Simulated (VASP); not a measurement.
Output of a VASP run:

OSZICAR:
```
...
DAV:   9    -0.133269566948E+02    0.17398E-03   -0.63060E-04   748   0.211E-01    0.200E-01
DAV:  10    -0.133269452962E+02    0.11399E-04   -0.79980E-05   896   0.640E-02    0.773E-02
DAV:  11    -0.133269396408E+02    0.56554E-05   -0.44546E-05   772   0.442E-02    0.351E-02
DAV:  12    -0.133269396807E+02   -0.39906E-07   -0.61940E-06   756   0.183E-02
   2 F= -.13326940E+02 E0= -.13327482E+02  d E =-.126533E+01
       N       E                     dE             d eps       ncg     rms          rms(c)
DAV:   1    -0.144097264535E+02   -0.10828E+01   -0.18647E+01   724   0.340E+01    0.769E+00
DAV:   2    -0.136979663526E+02    0.71176E+00   -0.13007E+00   728   0.872E+00    0.342E+00
DAV:   3    -0.135237440366E+02    0.17422E+00   -0.51523E-01   824   0.483E+00    0.274E+00
DAV:   4    -0.135198881388E+02    0.38559E-02   -0.11190E-02   856   0.815E-01    0.207E+00
DAV:   5    -0.135171081537E+02    0.27800E-02   -0.75916E-03   792   0.411E-01    0.453E-01
DAV:   6    -0.135170672309E+02    0.40923E-04   -0.38595E-04   880   0.133E-01    0.144E-01
DAV:   7    -0.135170713103E+02   -0.40794E-05   -0.44875E-05   972   0.453E-02    0.260E-02
DAV:   8    -0.135170712448E+02    0.65552E-07   -0.33657E-06   808   0.127E-02
   3 F= -.13517071E+02 E0= -.13518414E+02  d E =-.145546E+01
       N       E                     dE             d eps       ncg     rms          rms(c)
DAV:   1    -0.135211108853E+02   -0.40396E-02   -0.98789E-02   720   0.245E+00    0.524E-01
DAV:   2    -0.135173915216E+02    0.37194E-02   -0.66999E-03   724   0.621E-01    0.239E-01
DAV:   3    -0.135164621651E+02    0.92936E-03   -0.29592E-03   808   0.369E-01    0.202E-01
DAV:   4    -0.135164478370E+02    0.14328E-04   -0.55108E-05   872   0.593E-02    0.160E-01
DAV:   5    -0.135164320104E+02    0.15827E-04   -0.53877E-05   780   0.335E-02    0.295E-02
DAV:   6    -0.135164323546E+02   -0.34429E-06   -0.25929E-06   764   0.116E-02
   4 F= -.13516432E+02 E0= -.13517812E+02  d E =-.145482E+01
       N       E                     dE             d eps       ncg     rms          rms(c)
DAV:   1    -0.135293290694E+02   -0.12897E-01   -0.26878E-01   720   0.403E+00    0.863E-01
DAV:   2    -0.135191322213E+02    0.10197E-01   -0.18480E-02   724   0.103E+00    0.393E-01
DAV:   3    -0.135166011575E+02    0.25311E-02   -0.79241E-03   812   0.600E-01    0.328E-01
DAV:   4    -0.135165531190E+02    0.48038E-04   -0.15272E-04   864   0.974E-02    0.254E-01
DAV:   5    -0.135165013884E+02    0.51731E-04   -0.13294E-04   788   0.530E-02    0.490E-02
DAV:   6    -0.135164992475E+02    0.21408E-05   -0.65233E-06   856   0.180E-02    0.188E-02
DAV:   7    -0.135164986937E+02    0.55384E-06   -0.70702E-07   424   0.639E-03
   5 F= -.13516499E+02 E0= -.13517808E+02  d E =-.663391E-04
       N       E                     dE             d eps       ncg     rms          rms(c)
DAV:   1    -0.135201384589E+02   -0.36392E-02   -0.64174E-02   720   0.197E+00    0.420E-01
DAV:   2    -0.135177151286E+02    0.24233E-02   -0.43702E-03   724   0.500E-01    0.192E-01
DAV:   3    -0.135171114532E+02    0.60368E-03   -0.19223E-03   812   0.297E-01    0.162E-01
DAV:   4    -0.135171020425E+02    0.94107E-05   -0.36107E-05   880   0.478E-02    0.127E-01
DAV:   5    -0.135170923998E+02    0.96427E-05   -0.34094E-05   784   0.267E-02    0.236E-02
DAV:   6    -0.135170927379E+02   -0.33808E-06   -0.14984E-06   616   0.919E-03
   6 F= -.13517093E+02 E0= -.13518443E+02  d E =-.660383E-03
```

### OUTCAR
```
------------------------ aborting loop because EDIFF is reached ----------------------------------------
  FORCE on cell =-STRESS in cart. coord.  units (eV):
  Direction    XX          YY          ZZ          XY          YZ          ZX
  --------------------------------------------------------------------------------------
  Total        0.0008162      0.0008162      0.0008162      0.0000000     -0.0000000      0.0000000
  in kB        0.0202877      0.0202877      0.0202877      0.0000000     -0.0000000      0.0000000
  external PRESSURE =       0.0202877 kB  Pullay stress =       0.0000000 kB
  volume of cell :       64.45
      direct lattice vectors                 reciprocal lattice vectors
     0.000000000  3.182288109  3.182288109    -0.157119652  0.157119652  0.157119652
     3.182288109  0.000000000  3.182288109     0.157119652 -0.157119652  0.157119652
     3.182288109  3.182288109  0.000000000     0.157119652  0.157119652 -0.157119652
 POSITION                                       TOTAL-FORCE (eV/Angst)
 -----------------------------------------------------------------------------------
      0.00000      3.18229      3.18229        -0.000000     -0.000000     -0.000000
      1.59114      1.59114      1.59114         0.000000      0.000000      0.000000
 -----------------------------------------------------------------------------------
    total drift:                                0.000000      0.000000      0.000000
  FREE ENERGIE OF THE ION-ELECTRON SYSTEM (eV)
  ---------------------------------------------------
  free  energy   TOTEN  =       -13.5170927379 eV

  energy  without entropy=      -13.5211434351  energy(sigma->0) =      -13.51844297

 reached required accuracy - stopping structural energy minimisation
```
(Selected blocks of OUTCAR.)

File POSCAR:
```
HfTe
1
    0.0000000000     3.6142130000     3.6142130000
    3.6142130000     0.0000000000     3.6142130000
    3.6142130000     3.6142130000     0.0000000000
Hf Te
1 1
Direct
  0.0000000000   0.0000000000   0.0000000000
  0.2500000000   0.2500000000   0.2500000000
```

Question: Write an INCAR and KPOINTS that could have produced this output.

Answer: This is not unique; one that fits is the input of the run itself, PBEsol GGA, plane waves, VASP's PBE PAW potentials (set 64).

**KPOINTS**
```
Automatic mesh
0
Gamma
8 8 8
0 0 0
```

### INCAR
```
SYSTEM = HfTe
PREC = Accurate
ENCUT = 400
EDIFF = 1E-6
NELM = 100
ALGO = Normal
LREAL = .FALSE.
LASPH = .TRUE.
ISMEAR = 1
SIGMA = 0.1
GGA = PS
LMAXMIX = 6
LWAVE = .FALSE.
LCHARG = .FALSE.
IBRION = 2
ISIF = 3
NSW = 60
EDIFFG = -0.01
```

POTCAR, in this order: Hf_pv Te (PBE.64 set). Program: vasp_std.

Energy and stress use the plane-wave basis of the starting cell.

The structure was generated: HfTe was put into the zinc blende type (F-43m), which need not be its known phase. This run relaxes it. Symmetry was kept, so distortions that lower it aren't found.
